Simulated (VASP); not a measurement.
Energy against volume of Be (hcp). Method: vdW-DF2, VASP's PBE PAW potentials (set 64) (plane waves; VASP). Numerical set-up: 520 eV cut-off, 18×18×10 Γ-centred mesh, first-order Methfessel-Paxton smearing of 0.10 eV, potentials Be.

Shape and ions are relaxed at each volume.

```tsv
V (Å³/atom)	E (eV/atom)
7.599	-2.88589
7.834	-2.88870
8.069	-2.88600
8.304	-2.87847
```

### Question
Fit these four points and predict the energy of the run at 7.364 Å³/atom.

### Answer
A cubic in V^(−2/3), the third-order Birch-Murnaghan form, passes through the four points with V0 = 7.83 Å³/atom and B0 = 125 GPa, and gives -2.8768 eV/atom there. The run gave -2.8768 eV/atom, +0.0 meV/atom from the fit; all five points give B0 = 125 GPa.

The compound is Be in the hcp structure. It was relaxed first.
